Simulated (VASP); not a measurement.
Input:

```xyz
8
Lattice="5.5147 0.0000 0.0000 -2.7573 4.7759 0.0000 0.0000 0.0000 4.3460" Properties=species:S:1:pos:R:3 pbc="T T T"
Ta     2.7573     1.5920     1.0865
Ta     0.0000     3.1839     3.2595
Ru     1.3705     0.7913     3.2595
Ru     1.3868     3.9846     1.0865
Ru     0.0000     1.5826     1.0865
Ru     2.7573     3.1933     3.2595
Ru     4.1441     0.7913     3.2595
Ru    -1.3868     3.9846     1.0865
```

These are PBEsol GGA, VASP's PBE PAW potentials (set 64) (plane waves; VASP) values and carry that method's errors. Run with 400 eV cut-off, Gaussian smearing of 0.050 eV, potentials Ta_pv Ru_pv.

Task: Give the energies of bands 45 to 58 at the high-symmetry points, in eV from the Fermi level.

Result: 
```
band      Γ      M      K      A      L      H
----  -----  -----  -----  -----  -----  -----
45    -1.05  -1.53  -1.78  -0.78  -1.80  -2.10
46    -1.05  -1.45  -1.48  -0.78  -1.80  -2.10
47    -0.97  -1.31  -1.48  -0.14  -1.31  -2.00
48    -0.97  -1.13  -1.42  -0.14  -1.31  -2.00
49    -0.95  -1.06  -0.90  -0.14  -1.10  -0.93
50    -0.95  -1.00  -0.90  -0.14  -1.10  -0.93
51    -0.67  -0.87  -0.50   0.78  -1.04  -0.54
52    -0.57  -0.52  -0.17   0.78  -1.04  -0.54
53    -0.57  -0.22  -0.15   0.78  -0.22  -0.40
54     0.22  -0.09  -0.15   0.78  -0.22  -0.40
55     1.60   0.09   0.33   1.86  -0.01   0.00
56     1.63   0.26   0.44   1.86  -0.01   0.00
57     2.03   1.22   0.44   1.87   1.23   1.38
58     2.12   1.56   1.78   1.87   1.23   1.38
```

It has no gap at this level: it comes out as a metal or semimetal.

The structure comes from a computed database's TaRu3 entry (P6_3/mmc); how it stands against other phases isn't given here. It was relaxed first.
